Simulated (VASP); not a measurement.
Data:

```yaml
crystal:
  lattice:
    - [-2.11532, 2.11532, 2.11532]
    - [2.11532, -2.11532, 2.11532]
    - [2.11532, 2.11532, -2.11532]
  atoms:
    - { symbol: Na, position: [0.00000, 0.00000, 0.00000] }
```

Computed with SCAN meta-GGA, VASP's PBE PAW potentials (set 64) (plane waves; VASP). Settings: 520 eV cut-off, 12×12×12 Γ-centred mesh, first-order Methfessel-Paxton smearing of 0.10 eV, potentials Na_pv.

Question: Estimate the energy per atom (σ→0), band gap (on the k-mesh) with the smallest direct gap where there is one.

Answer: 
| Item | Result |
|---|---|
| band gap (on the k-mesh) | none (metal, semimetal or under 0.01 eV) |
| energy per atom (σ→0) | -405.7 kJ/mol of atoms |

The absolute energy has meaning only against runs of the same code, potentials and settings.

The compound is Na in the bcc structure. It was relaxed first.
